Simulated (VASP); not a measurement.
Data:

```
NiSb
1.0
    1.95626    -3.38835     0.00000
    1.95626     3.38835     0.00000
    0.00000     0.00000     5.07701
Ni Sb
2 2
Direct
  0.00000   0.00000   0.50000
  0.00000   0.00000   0.00000
  0.33333   0.66667   0.25000
  0.66667   0.33333   0.75000
```

Level of theory: PBEsol GGA, VASP's PBE PAW potentials (set 64) (plane waves; VASP). Run with 520 eV cut-off, 10×10×7 Γ-centred mesh, tetrahedra with Blöchl corrections, potentials Ni Sb.

The cores are frozen, which limits the accuracy of field gradients.

Q: Give the principal components of the electric field gradient (V/Å²) and the asymmetry η at each nucleus.

A: 
| atom | Vxx | Vyy | Vzz | η |
|---|---|---|---|---|
| Ni1 | 11.7 | 11.7 | -23.4 | 0.00 |
| Ni2 | 11.7 | 11.7 | -23.4 | 0.00 |
| Sb3 | -40.2 | -40.2 | 80.4 | 0.00 |
| Sb4 | -40.2 | -40.2 | 80.4 | 0.00 |

The compound is NiSb in the NiAs type structure. It was relaxed first. The run is not spin-polarised, so no magnetic state was tried.
